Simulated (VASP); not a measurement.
A run of VASP 6.6.1:

File INCAR:

```
SYSTEM = MoPd
  ALGO = Normal
  EDIFF = 1E-7
  ENCUT = 520
  GGA = PS
  ISIF = 2
  ISMEAR = -1
  LASPH = .True.
  LCHARG = .False.
  LREAL = .False.
  LWAVE = .False.
  NBANDS = 19
  NELM = 60
  PREC = Accurate
  SIGMA = 0.05
```

The input KPOINTS:

```
k-points
0
Gamma
  11 11 11
  0 0 0
```

POSCAR

```
MoPd
1.0
    1.3876679665      0.8011704740      4.6447711807
   -1.3876679665      0.8011704740      4.6447711807
    0.0000000000     -1.6023409480      4.6447711807
Pd Mo
1 1
Direct
    0.5000000000      0.5000000000      0.5000000000
    0.0000000000      0.0000000000      0.0000000000
```

Potentials or basis: VASP PAW PBE potentials, release 64 (Pd, Mo_sv).

Command:

```bash
$ cat potpaw_PBE.64/Pd/POTCAR potpaw_PBE.64/Mo_sv/POTCAR > POTCAR
$ mpirun -np 1 vasp_std > vasp.out
```

Hardware: 1 thread of Intel(R) Xeon(R) Platinum 8559C (Emerald Rapids), with other jobs on the host.

Problem. How long does it take, and how much memory?

Solution. Wall time 2.6 min on 1 thread of Intel(R) Xeon(R) Platinum 8559C (Emerald Rapids), with other jobs on the host, peak memory 0.3 GiB. Counts: scf iterations 15, k points 146.
